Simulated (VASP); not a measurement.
Given:

```
CELL_PARAMETERS angstrom
      0.00000     2.75217     2.75217
      2.75217     0.00000     2.75217
      2.75217     2.75217     0.00000
ATOMIC_POSITIONS crystal
  Mg 0.00000 0.00000 0.00000
  Se 0.50000 0.50000 0.50000
```

These are MS2 meta-GGA, VASP's PBE PAW potentials (set 64) (plane waves; VASP 6.6.1) values and carry that method's errors. Run with 520 eV cut-off, 8×8×8 Γ-centred mesh, Gaussian smearing of 0.050 eV, potentials Mg Se.

**Question.** Give the stress tensor in GPa (positive for a compressed cell).

**Answer.** 
```
-1.89   0.00   0.00
 0.00  -1.89   0.00
 0.00   0.00  -1.89
```
The pressure is its mean diagonal, -1.89 GPa.

The compound is MgSe in the rock salt structure. This cell is one point of a volume scan, at 1.03 of the reference volume.
